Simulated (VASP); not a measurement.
Calculation: PBE GGA, VASP's PBE PAW potentials (set 64) (plane waves; VASP 6.6.1). Each cell was relaxed at this level, without spin-orbit coupling.

**Question.** Which of these comes out without a gap?
A. LiBr, Fm-3m (225)
B. MoTe2, P6_3/mmc (194)
C. PtTe2, P-3m1 (164)
D. BaTe, Fm-3m (225)

**Answer.** C, PtTe2, P-3m1 (164). The others have gaps of 1.60 eV (BaTe, Fm-3m (225)), 0.89 eV (MoTe2, P6_3/mmc (194)), 4.94 eV (LiBr, Fm-3m (225)).
